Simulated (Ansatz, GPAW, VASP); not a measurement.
**One structure in several programs: CdTe (F-43m, 2 atoms in the cell)**

Self-consistent single point.

```yaml
crystal:
  lattice:
    - [0.00000, 3.24000, 3.24000]
    - [3.24000, 0.00000, 3.24000]
    - [3.24000, 3.24000, 0.00000]
  atoms:
    - { symbol: Cd, position: [0.00000, 0.00000, 0.00000] }
    - { symbol: Te, position: [0.25000, 0.25000, 0.25000] }
```

All programs got the same cell, k-point mesh and kind of occupations (in Ansatz's words: kpoints.mp_grid.grid = 5 5 5; scf.occupations.method = fermi_dirac; scf.occupations.width = 0.05 eV); potentials, basis and cutoffs are each program's usual ones.

```tsv
code	model	pressure (GPa)	gap on the mesh (eV)	cutoff
GPAW	PBE, GPAW PAW datasets PBE (gpaw-data 1.0.1)	2.22	0.768	550 eV
Ansatz	PBE, default PAW files	2.62	0.769	420 eV
VASP	PBE, VASP's PBE PAW potentials (set 64)	–	0.762	300 eV
```

A dash marks a value that a program does not give, or that is left out as unsure.

Gaps are read on the mesh.

The spread over the programs that give each value: pressure within 0.40 GPa; gap on the mesh within 0.007 eV.

The starting cell has typed, rounded lattice constants, without a prior relaxation at this level. On Ansatz's run: Spin-orbit coupling is off.

Problem. Why do the programs differ, and what cannot be compared?

Solution. Differences of this kind can come from the potentials, where these differ, and from what each basis and cutoff leave unconverged. The valence holds different numbers of electrons (GPAW 18, Ansatz (a program for electronic structure) 36, VASP 18). The zero of total energies and Fermi levels follows the potentials and each program's conventions, so they are not compared here. Ansatz's pressure is given at a fixed set of plane waves, as the other plane-wave codes print theirs; with its correction for the finite basis it is 2.65 GPa.

VASP's run is marked for a possible Pulay error in its stress at this cutoff; no cutoff test was made.

Left out of this page: Quantum ESPRESSO, CP2K, Elk and SIESTA (not drawn, or without a comparable value); ABINIT and FLEUR (with a known weakness of the program).

Keys are those of Ansatz 0.2.
